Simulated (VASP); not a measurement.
Computed with PBE GGA, VASP's PBE PAW potentials (set 64) (plane waves; VASP).

VASP input:

INCAR:
```
ALGO = Normal
EDIFF = 1E-6
ENCUT = 520
GGA = PE
ISIF = 2
ISMEAR = 0
LASPH = T
LCHARG = F
LREAL = F
LWAVE = F
NELM = 100
PREC = Accurate
SIGMA = 0.05
SYSTEM = LiH
```

KPOINTS:
```
Automatic
0
gamma
10 10 10
0 0 0
```

**POSCAR**
```
LiH
1.0
  0.0000000000   2.0400000000   2.0400000000
  2.0400000000   0.0000000000   2.0400000000
  2.0400000000   2.0400000000   0.0000000000
Li H
1 1
Cartesian
  0.0000000000   0.0000000000   0.0000000000
  2.0400000000   2.0400000000   2.0400000000
```

POTCAR, in this order: Li H (PBE.64 set). Program: vasp_std.

What VASP printed:

**OSZICAR**
```
       N       E                     dE             d eps       ncg     rms          rms(c)
DAV:   1    -0.417676705601E+01   -0.41768E+01   -0.84661E+02   485   0.285E+02
DAV:   2    -0.629085063352E+01   -0.21141E+01   -0.19754E+01   650   0.256E+01
DAV:   3    -0.632825799002E+01   -0.37407E-01   -0.37407E-01   530   0.414E+00
DAV:   4    -0.632830304991E+01   -0.45060E-04   -0.45060E-04   615   0.128E-01
DAV:   5    -0.632830325634E+01   -0.20643E-06   -0.20643E-06   520   0.637E-03    0.271E+00
DAV:   6    -0.616120951299E+01    0.16709E+00   -0.14525E-01   480   0.173E+00    0.136E+00
DAV:   7    -0.610625634674E+01    0.54953E-01   -0.17987E-01   480   0.216E+00    0.213E-01
DAV:   8    -0.610779273784E+01   -0.15364E-02   -0.29708E-03   475   0.371E-01    0.329E-02
DAV:   9    -0.610776914834E+01    0.23589E-04   -0.91466E-05   525   0.527E-02    0.456E-03
DAV:  10    -0.610776870181E+01    0.44653E-06   -0.36701E-06   530   0.144E-02
   1 F= -.61077687E+01 E0= -.61077687E+01  d E =-.587851E-11
```

**OUTCAR**
```
------------------------ aborting loop because EDIFF is reached ----------------------------------------
  FORCE on cell =-STRESS in cart. coord.  units (eV):
  Direction    XX          YY          ZZ          XY          YZ          ZX
  --------------------------------------------------------------------------------------
  Total       -0.1815347     -0.1815347     -0.1815347      0.0000000     -0.0000000      0.0000000
  in kB      -17.1296995    -17.1296995    -17.1296995      0.0000000     -0.0000000      0.0000000
  external PRESSURE =     -17.1296995 kB  Pullay stress =       0.0000000 kB
  volume of cell :       16.98
      direct lattice vectors                 reciprocal lattice vectors
     0.000000000  2.040000000  2.040000000    -0.245098039  0.245098039  0.245098039
     2.040000000  0.000000000  2.040000000     0.245098039 -0.245098039  0.245098039
     2.040000000  2.040000000  0.000000000     0.245098039  0.245098039 -0.245098039
  FREE ENERGIE OF THE ION-ELECTRON SYSTEM (eV)
  ---------------------------------------------------
  free  energy   TOTEN  =        -6.1077687018 eV

  energy  without entropy=       -6.1077687018  energy(sigma->0) =       -6.10776870
```
(Selected blocks of OUTCAR.)

The compound is LiH in the rock salt structure. The cell was not relaxed at this level. The run is one of a series of settings (POTCAR Li H (PBE.64 set) against the base run), some of them coarse on purpose.
